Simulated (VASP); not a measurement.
Computed with SCAN meta-GGA, VASP's PBE PAW potentials (set 64) (plane waves; VASP).

VASP ran on this input.

### POSCAR
```
N atom
12.0
  1.0000000000   0.0000000000   0.0000000000
  0.0000000000   1.0416666667   0.0000000000
  0.0000000000   0.0000000000   1.0833333333
N
1
Cartesian
  0.0000000000   0.0000000000   0.0000000000
```

### KPOINTS
```
Automatic mesh
0
G
1 1 1
0 0 0
```

**INCAR**
```
# general
SYSTEM  = N atom
PREC    = Normal
ENCUT   = 520
LREAL   = F
LASPH   = T
ISYM    = 0

# electronic loop
EDIFF   = 1E-6
NELM    = 200
ALGO    = All
LMIXTAU = T

# smearing
ISMEAR  = 0
SIGMA   = 0.01

# functional
METAGGA = SCAN

# spin
ISPIN   = 2
MAGMOM  = 3
NUPDOWN = 3

# output
LWAVE   = F
LCHARG  = F
LORBIT  = 10
```

POTCAR, in this order: N (PBE.64 set). Program: vasp_gam. Read from the step before: WAVECAR.

Task: What will the output report for the number of irreducible k-points (NKPTS), largest plane-wave count, FFT grid (NGX, NGY, NGZ)?

Result: 
The number of irreducible k-points (NKPTS) is 1 and the largest plane-wave count comes out as 26244. The FFT grid (NGX, NGY, NGZ) is 70 × 70 × 80.

The cell is a free atom in a box.
